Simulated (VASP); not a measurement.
Wanted: the native input for a VASP 6.6.1 run.

```
Task                   : relaxation of cell and atoms
Functional             : PBE
Potentials or basis    : VASP PAW PBE potentials, release 64 (Al)
Cutoff                 : 520 eV
k mesh                 : 24 × 24 × 24
Occupations            : gaussian, width 0.1 eV
Spin                   : no spin polarisation
Further INCAR settings : ALGO = Fast; EDIFF = 1e-07; IBRION = 2; EDIFFG = -0.002; NSW = 80; ISIF = 3
```

The structure of Al lies in POSCAR:

```
Al                                      
1.0
   -0.0000000000      2.0195402333      2.0195402333
    2.0195402333      0.0000000000      2.0195402333
    2.0195402333      2.0195402333     -0.0000000000
  Al            
     1
Direct
     0.0000000000000000    0.0000000000000000    0.0000000000000000
```

These files were run (other wordings do the same):

INCAR

```
PREC = Accurate ; ENCUT = 520
EDIFF = 1E-7 ; ISMEAR = 0
SIGMA = 0.1 ; LREAL = False
LASPH = True ; NELM = 60
ALGO = Fast ; ISIF = 3
LWAVE = False ; LCHARG = False
GGA = PE ; IBRION = 2
NSW = 80 ; EDIFFG = -0.002
```

KPOINTS

```
regular mesh
0
Gamma
  24 24 24
```

Potentials or basis: VASP PAW PBE potentials, release 64 (Al).

Run with:

```bash
$ cat potpaw_PBE.64/Al/POTCAR > POTCAR
$ mpirun -np 1 vasp_std > vasp.out
```

Results of the run:

The pressure after relaxing is 0.0 GPa and the band gap on the k mesh is none (metal or under the smearing width).

Caveat: the relaxation stopped at its first step, so nothing moved.

It took 17 s on 1 thread of Intel(R) Xeon(R) Platinum 8559C (Emerald Rapids) (shared host), peak memory 0.16 GiB.
